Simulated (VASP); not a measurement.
Input:

```
CELL_PARAMETERS angstrom
      3.60115     0.00000     0.00000
      0.00000     5.54493     0.00000
      0.00000     0.00000    24.15530
ATOMIC_POSITIONS crystal
  Y  0.50000 0.50000 0.39241
  Y  0.00000 0.00000 0.34937
  Y  0.00000 0.50000 0.52152
  Y  0.50000 0.00000 0.47848
  Y  0.50000 0.50000 0.65063
  Y  0.00000 0.00000 0.60759
```

Level of theory: PBEsol GGA, VASP's PBE PAW potentials (set 64) (plane waves; VASP). Settings: PREC = Normal, EDIFF = 1E-5, 400 eV cut-off, 8×5×1 Γ-centred mesh, first-order Methfessel-Paxton smearing of 0.10 eV, potentials Y_sv.

Q: The ions are relaxed. Which structure does the run end with?

A: 
```
CELL_PARAMETERS angstrom
      3.60115     0.00000     0.00000
      0.00000     5.54493     0.00000
      0.00000     0.00000    24.15530
ATOMIC_POSITIONS crystal
  Y  0.50000 0.50000 0.39853
  Y  0.00000 0.00000 0.35213
  Y  0.00000 0.50000 0.52395
  Y  0.50000 0.00000 0.47605
  Y  0.50000 0.50000 0.64787
  Y  0.00000 0.00000 0.60147
```

Q: How much energy does the relaxation gain?

A: The energy (σ→0) changes by -14.9 meV/atom, in 12 ionic steps.

The cell is a thin slab with vacuum, built from Y (hcp): (100) face.
